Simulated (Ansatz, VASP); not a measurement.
# NaVSe3: VASP beside Ansatz, part 2 of 2

Wanted: the spread between two codes on one cell, functional and k mesh. The cell is generated by rule, not measured, and may not be a known phase. The cell is taken from a series of runs on this material, whose earlier steps may have relaxed, scaled, displaced or heated it; both programs get it as it stands.

VASP 6.6.1 and Ansatz 0.2.0.

So far: Starting point; VASP: zone-centre phonons, PBE.

## (2) VASP: zone-centre phonons, PBE (continued)

Level of this step: PBE, no spin polarisation; plane waves and PAW (Na_pv, V_sv, Se); invented cell (VASP).

Numbers of over 12 decimals in the logs are rounded to 6 here.

From OUTCAR (step 2):

```text
ion  position               nearest neighbor table
   1  0.966  0.034  0.034-
   2  0.565  0.435  0.435-   3 2.28   4 2.28   5 2.28   3 2.81   4 2.81   5 2.81
   3  0.486  0.514  0.985-   2 2.28   2 2.81
   4  0.486  0.985  0.514-   2 2.28   2 2.81
   5  0.015  0.514  0.514-   2 2.28   2 2.81

  LATTYP: Found a trigonal (rhomboedric) cell.
 ALAT       =     4.9655035371
 COS(alpha) =     0.0333819727

 Subroutine GETGRP returns: Found  6 space group operations
 (whereof  6 operations were pure point group operations)

The static configuration has the point symmetry C_3v.

 Found     32 irreducible k-points:

   k-points           NKPTS =     32   k-points in BZ     NKDIM =     32   number of bands    NBANDS=     25

   dimension x,y,z NGX =    36 NGY =   36 NGZ =   36
   dimension x,y,z NGXF=    72 NGYF=   72 NGZF=   72

   ENCUT  =  500.0 eV  36.75 Ry    6.06 a.u.   9.05  9.05  9.05*2*pi/ulx,y,z

   NELECT =      38.0000    total number of electrons

 k-points in reciprocal lattice and weights: Automatic mesh
   0.00000000  0.00000000  0.00000000       0.005
   0.16666667  0.00000000  0.00000000       0.028
   0.33333333  0.00000000  0.00000000       0.028
   0.50000000  0.00000000  0.00000000       0.014
   0.16666667  0.16666667  0.00000000       0.028
   0.33333333  0.16666667  0.00000000       0.056
   0.50000000  0.16666667  0.00000000       0.056
  -0.33333333  0.16666667 -0.00000000       0.056
  -0.16666667  0.16666667 -0.00000000       0.028
[...]
0.50000000  0.50000000  0.33333333       0.028
   0.50000000  0.50000000  0.50000000       0.005

 average (electrostatic) potential at core
       1 -47.0659       2 -78.1932       3 -55.0758       4 -55.0758       5 -55.0758

  Total        0.0388396      0.0388396      0.0388396      0.0117080     -0.0117080      0.0117080
  in kB        0.5091033      0.5091033      0.5091033      0.1534670     -0.1534670      0.1534670
  external PRESSURE =       0.5091033 kB  Pullay stress =       0.0000000 kB

  energy-cutoff  :      500.00
  volume of cell :      122.23
      direct lattice vectors                 reciprocal lattice vectors
     4.964141900 -0.082220973 -0.082220973     0.201553468  0.003283934  0.003283934
    -0.082220973  4.964141900  0.082220973     0.003283934  0.201553468 -0.003283934
[...]
POSITION                                       TOTAL-FORCE (eV/Angst)
 -----------------------------------------------------------------------------------
      4.79028      0.09165      0.09165         0.000459     -0.000459     -0.000459
      2.73358      2.14834      2.14834        -0.014491      0.014491      0.014491
      2.28871      2.59321      4.89085        -0.003811      0.003811     -0.021654
      2.28871      4.89085      2.59321        -0.003811     -0.021654      0.003811
     -0.00893      2.59321      2.59321         0.021654      0.003811      0.003811
 -----------------------------------------------------------------------------------
    total drift:                                0.000420     -0.000421     -0.000421

 Eigenvectors and eigenvalues of the dynamical matrix
 ----------------------------------------------------

   1 f  =    7.565268 THz    47.533981 2PiTHz  252.350178 cm-1    31.287420 meV
             X         Y         Z           dx          dy          dz
      4.790276  0.091645  0.091645    -0.001762    0.000202   -0.001963
      2.733583  2.148338  2.148338    -0.443305    0.050707   -0.494012
      2.288715  2.593206  4.890850    -0.086490    0.045891    0.542215
      2.288715  4.890850  2.593206    -0.041671   -0.055655   -0.055259
     -0.008929  2.593206  2.593206     0.486560   -0.031231   -0.087562

   2 f  =    7.565268 THz    47.533981 2PiTHz  252.350178 cm-1    31.287420 meV
             X         Y         Z           dx          dy          dz
      4.790276  0.091645  0.091645    -0.001250   -0.002151    0.000901
      2.733583  2.148338  2.148338    -0.314494   -0.541160    0.226666
      2.288715  2.593206  4.890850    -0.013873   -0.074613   -0.248783
      2.288715  4.890850  2.593206    -0.077049    0.593964    0.067966
     -0.008929  2.593206  2.593206     0.345180   -0.081839   -0.002436

   3 f  =    7.545343 THz    47.408787 2PiTHz  251.685544 cm-1    31.205016 meV
             X         Y         Z           dx          dy          dz
      4.790276  0.091645  0.091645    -0.004413    0.004413    0.004413
      2.733583  2.148338  2.148338     0.370404   -0.370404   -0.370404
      2.288715  2.593206  4.890850     0.068325   -0.068325    0.432179
      2.288715  4.890850  2.593206     0.068325    0.432179   -0.068325
     -0.008929  2.593206  2.593206    -0.432179   -0.068325   -0.068325

   4 f  =    4.314464 THz    27.108576 2PiTHz  143.915023 cm-1    17.843181 meV
             X         Y         Z           dx          dy          dz
      4.790276  0.091645  0.091645    -0.014948    0.014948    0.014948
      2.733583  2.148338  2.148338     0.372567   -0.372567   -0.372567
      2.288715  2.593206  4.890850    -0.263137    0.263137   -0.236266
      2.288715  4.890850  2.593206    -0.263137   -0.236266    0.263137
     -0.008929  2.593206  2.593206     0.236266    0.263137    0.263137

   5 f  =    3.287322 THz    20.654853 2PiTHz  109.653255 cm-1    13.595265 meV
             X         Y         Z           dx          dy          dz
      4.790276  0.091645  0.091645     0.073272    0.011867    0.061405
      2.733583  2.148338  2.148338     0.332671    0.053878    0.278793
      2.288715  2.593206  4.890850    -0.159647   -0.400201    0.226529
      2.288715  4.890850  2.593206    -0.419555    0.043778   -0.466043
     -0.008929  2.593206  2.593206     0.270308    0.306396   -0.019353

   6 f  =    3.287322 THz    20.654853 2PiTHz  109.653255 cm-1    13.595265 meV
             X         Y         Z           dx          dy          dz
      4.790276  0.091645  0.091645     0.028601    0.077756   -0.049155
      2.733583  2.148338  2.148338     0.129854    0.353029   -0.223174
      2.288715  2.593206  4.890850    -0.445968   -0.253404   -0.181338
      2.288715  4.890850  2.593206     0.219883    0.286849   -0.084725
     -0.008929  2.593206  2.593206     0.105512   -0.361243    0.473286

   7 f  =    1.356536 THz     8.523367 2PiTHz   45.249168 cm-1     5.610179 meV
             X         Y         Z           dx          dy          dz
      4.790276  0.091645  0.091645     0.545910   -0.545910   -0.545910
      2.733583  2.148338  2.148338    -0.065782    0.065782    0.065782
      2.288715  2.593206  4.890850    -0.104758    0.104758    0.095076
      2.288715  4.890850  2.593206    -0.104758    0.095076    0.104758
     -0.008929  2.593206  2.593206    -0.095076    0.104758    0.104758

   8 f  =    0.876744 THz     5.508747 2PiTHz   29.245042 cm-1     3.625921 meV
             X         Y         Z           dx          dy          dz
      4.790276  0.091645  0.091645     0.383463    0.765113   -0.381650
      2.733583  2.148338  2.148338    -0.056223   -0.112180    0.055957
      2.288715  2.593206  4.890850     0.006386   -0.130328    0.072110
      2.288715  4.890850  2.593206    -0.137137   -0.144563    0.136941
     -0.008929  2.593206  2.593206    -0.072453   -0.130555   -0.006809

   9 f  =    0.876744 THz     5.508747 2PiTHz   29.245042 cm-1     3.625921 meV
             X         Y         Z           dx          dy          dz
      4.790276  0.091645  0.091645    -0.662084    0.001047   -0.663131
      2.733583  2.148338  2.148338     0.097074   -0.000153    0.097227
      2.288715  2.593206  4.890850     0.154439   -0.083107    0.125294
      2.288715  4.890850  2.593206     0.071314   -0.000198    0.071689
     -0.008929  2.593206  2.593206     0.125096    0.082750    0.154421

  10 f/i=    0.033042 THz     0.207609 2PiTHz    1.102164 cm-1     0.136651 meV
             X         Y         Z           dx          dy          dz
      4.790276  0.091645  0.091645    -0.127687    0.135099   -0.262787
      2.733583  2.148338  2.148338    -0.155841    0.164888   -0.320729
      2.288715  2.593206  4.890850    -0.201291    0.212757   -0.401168
      2.288715  4.890850  2.593206    -0.195607    0.206242   -0.408470
     -0.008929  2.593206  2.593206    -0.194927    0.207179   -0.408364

  11 f/i=    0.033042 THz     0.207609 2PiTHz    1.102164 cm-1     0.136651 meV
             X         Y         Z           dx          dy          dz
      4.790276  0.091645  0.091645    -0.229720   -0.225440   -0.004279
      2.733583  2.148338  2.148338    -0.280371   -0.275148   -0.005223
      2.288715  2.593206  4.890850    -0.355445   -0.348703   -0.006533
      2.288715  4.890850  2.593206    -0.358605   -0.344156   -0.003399
     -0.008929  2.593206  2.593206    -0.350688   -0.352046   -0.009902

  12 f/i=    0.074734 THz     0.469567 2PiTHz    2.492855 cm-1     0.309075 meV
             X         Y         Z           dx          dy          dz
      4.790276  0.091645  0.091645    -0.187276    0.187276    0.187276
      2.733583  2.148338  2.148338    -0.230219    0.230219    0.230219
      2.288715  2.593206  4.890850    -0.285978    0.285978    0.285822
      2.288715  4.890850  2.593206    -0.285978    0.285822    0.285978
     -0.008929  2.593206  2.593206    -0.285822    0.285978    0.285978

  13 f/i=    0.448086 THz     2.815407 2PiTHz   14.946539 cm-1     1.853134 meV
             X         Y         Z           dx          dy          dz
      4.790276  0.091645  0.091645     0.000000   -0.000000   -0.000000
      2.733583  2.148338  2.148338     0.000000   -0.000000   -0.000000
      2.288715  2.593206  4.890850     0.408248    0.408248   -0.000000
      2.288715  4.890850  2.593206    -0.408248   -0.000000   -0.408248
     -0.008929  2.593206  2.593206     0.000000   -0.408248    0.408248

  14 f/i=    2.025393 THz    12.725918 2PiTHz   67.559830 cm-1     8.376348 meV
             X         Y         Z           dx          dy          dz
      4.790276  0.091645  0.091645     0.077248    0.043611    0.033637
      2.733583  2.148338  2.148338    -0.357102   -0.201603   -0.155499
      2.288715  2.593206  4.890850     0.182376   -0.245429   -0.091809
      2.288715  4.890850  2.593206     0.248398   -0.119030   -0.306248
     -0.008929  2.593206  2.593206    -0.210840    0.488624    0.493827

  15 f/i=    2.025393 THz    12.725918 2PiTHz   67.559830 cm-1     8.376348 meV
             X         Y         Z           dx          dy          dz
      4.790276  0.091645  0.091645     0.005758   -0.064020    0.069778
      2.733583  2.148338  2.148338    -0.026618    0.295950   -0.322568
      2.288715  2.593206  4.890850     0.458919   -0.428524   -0.190450
      2.288715  4.890850  2.593206    -0.426809    0.174735    0.387402
     -0.008929  2.593206  2.593206    -0.015716    0.071517    0.001714

 ELASTIC MODULI CONTR FROM IONIC RELAXATION (kBar)
 Direction    XX          YY          ZZ          XY          YZ          ZX
 --------------------------------------------------------------------------------
 XX        -553.4830    -73.8189    -73.8189    -33.9494     44.7259    -47.4124
 YY         -73.8189   -553.4830    -73.8189    -47.4124     33.9494    -44.7259
 ZZ         -73.8189    -73.8189   -553.4830    -44.7259     47.4124    -33.9494
 XY         -33.9494    -47.4124    -44.7259    -50.0436      7.0963     -7.0963
 YZ          44.7259     33.9494     47.4124      7.0963    -50.0436      7.0963
 ZX         -47.4124    -44.7259    -33.9494     -7.0963      7.0963    -50.0436
 --------------------------------------------------------------------------------
```

This run has no spin polarisation, so a moment on V, if there is one, isn't seen.

## (3) Ansatz: zone-centre phonons, PBE

Ansatz runs on its default PAW (the set named soft_2) files.

The same cell, functional, mesh and smearing now go to Ansatz, which takes its cutoff from its data sets.

input.yaml reads:

```yaml
crystal:
  lattice:
    - [4.9641418997, -0.0822209729, -0.0822209729]
    - [-0.0822209729, 4.9641418997, 0.0822209729]
    - [-0.0822209729, 0.0822209729, 4.9641418997]
  atoms:
    - { symbol: Na, position: [-0.0339014256, 0.0339014256, 0.0339014256] }
    - { symbol: V, position: [0.5650731041, 0.4349268959, 0.4349268959] }
    - { symbol: Se, position: [0.4858755394, 0.5141244606, -0.0152321552] }
    - { symbol: Se, position: [0.4858755394, -0.0152321552, 0.5141244606] }
    - { symbol: Se, position: [0.0152321552, 0.5141244606, 0.5141244606] }
kpoints:
  mp_grid: { grid: [6, 6, 6] }
hamiltonian:
  xc: pbe
scf:
  occupations: { method: methfessel_paxton, width: 0.15 }
output:
  eigenvalues: true
phonons:
  method: dfpt
```

Command:

```sh
ansatz run input.yaml --threads 8 --pin off --max-ram 14336MiB --backend cpu --events-out ev --progress --plain --runs-dir out
```

Output:

```text
Engine: ansatz 0.2.0, aarch64-unknown-linux-gnu
Pseudopotentials: kind: paw
Pseudopotential: Na, paw, valence charge 9, recommended cutoff 420 eV (normal), Na.paw.azcp
Pseudopotential: V, paw, valence charge 13, recommended cutoff 420 eV (normal), V.paw.azcp
Pseudopotential: Se, paw, valence charge 16, recommended cutoff 420 eV (normal), Se.paw.azcp
Functional definition: PBE
  parameter kappa = 0.804
  parameter beta = 0.066725
  exchange = pbe_x(kappa = kappa, mu = beta*pi^2/3)
  correlation = pbe_c(beta = beta)
Crystal: 5 atoms, lattice volume = 122.230 Å³
Basis set: ecut = 420 eV, 2397 PW (Γ), exchange–correlation on 72×72×72 points (8 copies of the dense FFT grid, shifted against one another)
Bands: 42, of which v1, the nominal top of the filled ones, is band 35 counted from 1 (34 counted from 0)
Symmetry: 6 space group operations
k-points: 112 of 216 (irreducible under 1 space group operation, time reversal used)
Non-local potential: Na, projectors of the file, l = 0: 3, l = 1: 2, l = 2: 1
Non-local potential: V, projectors of the file, l = 0: 3, l = 1: 2, l = 2: 3, l = 3: 1
Non-local potential: Se, projectors of the file, l = 0: 2, l = 1: 2, l = 2: 3, l = 3: 1
PAW form: soft (Blöchl's): semilocal exchange-correlation on the pseudo side does not see the compensation charge
PAW one-centre angular grid: Na, 110 points (default); XC on 64 Gauss nodes
PAW one-centre angular grid: V, 590 points (default); XC on 64 Gauss nodes
PAW one-centre angular grid: Se, 590 points (default); XC on 64 Gauss nodes
Initial density: superposition of atomic densities (neutral atoms: chi_scale 0, normalization atom), corrected by the library's trained network
Initial wavefunctions: pseudopotential atomic-orbital guess
Functional: x = pbe(κ = 0.804, μ = 0.219515), c = pbe(β = 0.066725)
SCF iter   1: F=—  HF=-20808.723188 eV  |F-HF|=—  |Δ(HF+E_count)|=         —  Δρ=4.79e-3  dr2=2.94e-2  ethr=1.77e-3  ⟨swp⟩=5.6  Hψ=16518  notcnv=0
preconditioner: auto → LDOS  [metal: Δε(μ)=0.020 eV  Ē_g=7.409 eV  σ=0.150 eV  W_gap=0.11  n_scr=26 (ndim 8)  ℏωp=16.5 eV  f_vac=0.127  D(μ)=3.67/eV (n_scr^D=26)  β→1.0]
SCF iter   2: F=—  HF=-20808.722330 eV  |F-HF|=—  |Δ(HF+E_count)|=   8.58e-4  S|Δr|=    0.00e0  Δρ=1.41e-3  dr2=1.45e-3  ethr=4.19e-5  ⟨swp⟩=2.1  Hψ=7349  notcnv=0
SCF iter   3: F=—  HF=-20808.721932 eV  |F-HF|=—  |Δ(HF+E_count)|=   3.98e-4  S|Δr|=    0.00e0  Δρ=5.50e-4  dr2=2.47e-4  ethr=2.07e-6  ⟨swp⟩=2.0  Hψ=8571  notcnv=0
SCF iter   4: F=—  HF=-20808.721870 eV  |F-HF|=—  |Δ(HF+E_count)|=   6.24e-5  S|Δr|=    0.00e0  Δρ=2.03e-4  dr2=5.86e-5  ethr=3.52e-7  ⟨swp⟩=2.0  Hψ=6399  notcnv=0
SCF iter   5: F=—  HF=-20808.721877 eV  |F-HF|=—  |Δ(HF+E_count)|=   6.61e-6  S|Δr|=    0.00e0  Δρ=6.33e-5  dr2=6.51e-6  ethr=8.38e-8  ⟨swp⟩=1.3  Hψ=4698  notcnv=0
SCF iter   6: F=—  HF=-20808.721870 eV  |F-HF|=—  |Δ(HF+E_count)|=   6.98e-6  S|Δr|=    0.00e0  Δρ=1.18e-5  dr2=1.41e-7  ethr=9.31e-9  ⟨swp⟩=1.9  Hψ=4952  notcnv=0
SCF iter   7: F=—  HF=-20808.721870 eV  |F-HF|=—  |Δ(HF+E_count)|=   6.71e-8  S|Δr|=    0.00e0  Δρ=4.89e-6  dr2=3.94e-8  ethr=2.02e-10  ⟨swp⟩=2.1  Hψ=8261  notcnv=0
SCF iter   8: F=—  HF=-20808.721870 eV  |F-HF|=—  |Δ(HF+E_count)|=   5.44e-9  S|Δr|=    0.00e0  Δρ=8.72e-7  dr2=1.01e-9  ethr=5.63e-11  ⟨swp⟩=2.0  Hψ=5788  notcnv=0
SCF iter   9: F=—  HF=-20808.721870 eV  |F-HF|=—  |Δ(HF+E_count)|=  7.68e-10  S|Δr|=    0.00e0  Δρ=2.90e-7  dr2=1.36e-10  ethr=1.44e-12  ⟨swp⟩=2.0  Hψ=8356  notcnv=0
SCF iter  10: F=—  HF=-20808.721870 eV  |F-HF|=—  |Δ(HF+E_count)|=  7.64e-11  S|Δr|=    0.00e0  Δρ=1.51e-7  dr2=4.74e-11  ethr=1.00e-12  ⟨swp⟩=1.3  Hψ=4674  notcnv=0
SCF iter  11: F=—  HF=-20808.721870 eV  |F-HF|=—  |Δ(HF+E_count)|=  1.09e-11  S|Δr|=    0.00e0  Δρ=1.10e-7  dr2=1.94e-11  ethr=1.00e-12  ⟨swp⟩=1.0  Hψ=4634  notcnv=0
SCF iter  12: F=-20808.721870 eV  HF=-20808.721870 eV  |F-HF|=0.00e0  |Δ(HF+E_count)|=  7.28e-12  S|Δr|=    0.00e0  Δρ=1.97e-8  dr2=6.36e-13  ethr=1.00e-12  ⟨swp⟩=6.5  Hψ=18391  notcnv=0
SCF 1 converged in 12 iterations: F = -20808.721870 eV  dr2 = 6.36e-13
  greatest PAW one-centre occupation: 1.000 electrons in one spin orbital (limit 2), on the Se atom at site 2 (counted from 0), in its partial waves of l = 2
DFPT response loops at Γ: preconditioner auto → Kerker (q_TF=auto, 2.486 Å⁻¹) (partly filled bands, converged f_vac=0.121); β = 1.00, the filter's whole step (`scf.mixing.beta` (0.50) is not read by the response loops under this deck's `scf.mixing.preconditioner`; to damp them name `kerker` or `kerker_dos`, under which they read `scf.mixing.beta`, and type it under 1.00, their step now; both keys bind the ground state too); Broyden in place of MSR1
SCF converged after 12 iterations
Stability not checked: this state was not tested for a lower state beside it, because cold or Methfessel-Paxton smearing, or corrected tetrahedra, fill the levels in a way that the test cannot read (fill_not_monotonic; see scf.lower_state_search)
Free energy (F): -20808.721870 eV
Harris-Foulkes:  -20808.721870 eV  (|F-HF|=0.00e0)
Internal energy: -20808.723272 eV  (E = F + TS)
E sigma→0 (E₀):  -20808.722220 eV
Entropy (-TS):   0.001402 eV (0.280 meV/atom)
Fermi energy:    7.288148 eV
--- Per-component energies (eV) ---
  E_band       = -1663.348497
  E_kinetic    = 811.011354
  E_local      = -10619.702614  (includes V_loc(G=0)·N_el)
  E_nonlocal   = -1718.037924
  E_hartree    = 4976.104213
  E_xc         = -481.171170
  E_vxc        = -508.707806  (∫ρ·V_xc dr)
  E_paw        = -7109.343988  (= ΣΔE_a)
  E_vpaw       = 419.881663  (= ΣTr[D̂ρ^β])
  E_aug_tail   = -0.001572  (compensation charges beyond the density's cutoff)
  E_ewald      = -6667.581569
  E_smearing   = 0.001402  (= −TS)
  E_closure    = -0.000000  (closes the sum)
  Σ components = -20808.721870   (vs F -20808.721870, Δ=0.00e0)
--- Band table (eV; the first three rows and the last of 112) ---
  k-point 0: bands = [... 31 lower, 5.2647, 5.6246, 5.6246, 6.3037, 7.7659, 7.7659, 8.1865, 8.7777, ... 3 higher]
  k-point 1: bands = [... 31 lower, 5.1579, 5.5000, 5.6737, 6.1854, 7.3701, 7.9210, 8.1333, 8.7561, ... 3 higher]
  k-point 2: bands = [... 31 lower, 5.0114, 5.1883, 5.3385, 6.0846, 7.3589, 8.1381, 8.1887, 8.6825, ... 3 higher]
  k-point 111: bands = [... 31 lower, 4.0833, 7.1796, 7.3728, 7.3728, 7.5398, 7.6542, 7.6542, 9.4839, ... 3 higher]
--- Phonons (Γ-DFPT): 4 representative perturbations + reference, on 112 of 216 k-points (Σ response iterations 14) ---
  k mesh reduced under 1 symmetry operation, with k and −k counted as one. Each operation leaves every solved perturbation unchanged. A smaller set is not used because it would not reduce the number of displacements times k-points to solve
  ASR residual: 1.637e-5 → 0.000e0 eV/Å²; symmetrization residual: 5.368e-6 eV/Å²
  ASR residual per site (eV/Å²): 8.13e-6 1.14e-5 1.64e-5 1.64e-5 1.64e-5
  Γ frequencies (cm⁻¹): -71.01 -71.01 -18.66 0.00 0.00 0.00 33.19 33.19 52.32 109.59 109.59 144.08 249.75 249.75 250.63
  non-analytic LO–TO correction: not included (Born effective charges unavailable; polar crystals: no LO–TO splitting at Γ)
```

## (4) Comparison

Known differences besides the potentials themselves: the data sets hold 70 valence electrons in Ansatz (on its default PAW (the set named soft_2) files) and 38 in VASP; the cutoff is 420 eV in Ansatz and 500 eV in VASP. Total energies have different zeros and are not compared.

Zone-centre modes by rising frequency (cm⁻¹; imaginary ones negative):

| program | modes |
| --- | --- |
| Ansatz | -71.0, -71.0, -18.7, 0.0, 0.0, 0.0, 33.2, 33.2, 52.3, 109.6, 109.6, 144.1, 249.8, 249.8, 250.6 |
| VASP | -67.6, -67.6, -14.9, -2.5, -1.1, -1.1, 29.2, 29.2, 45.2, 109.7, 109.7, 143.9, 251.7, 252.4, 252.4 |

The two lists differ in the order or number of single and degenerate modes, so they aren't paired one by one; the r.m.s. figure in the results sets the two lists side by side in order.

## (5) Results

```json
{"r.m.s. difference of the optical zone-centre modes, each program's sorted by frequency (zone-centre phonons, PBE)": "3.3 cm⁻¹"}
```

What this shows: The r.m.s. difference of the optical zone-centre modes, each program's sorted by frequency is 3.3 cm⁻¹ (zone-centre phonons, PBE). The data sets hold unlike numbers of valence electrons (70 in Ansatz and 38 in VASP), so part of the differences comes from the potentials. How closely two codes agree says nothing of how well the functional describes the real material.

[Lines on the potential files, build, host, timing and source positions are cut from VASP's logs without a mark.]

[Logs are printed without paths, hosts, clocks, repeated set-up lines and the standing remarks that a program may print on its own settings, such as how far it seeks lower states.]

[Hosts, paths, dates, database ids (printed as entryN), source tags and the programs' standing remarks are cut or masked in the printed files.]
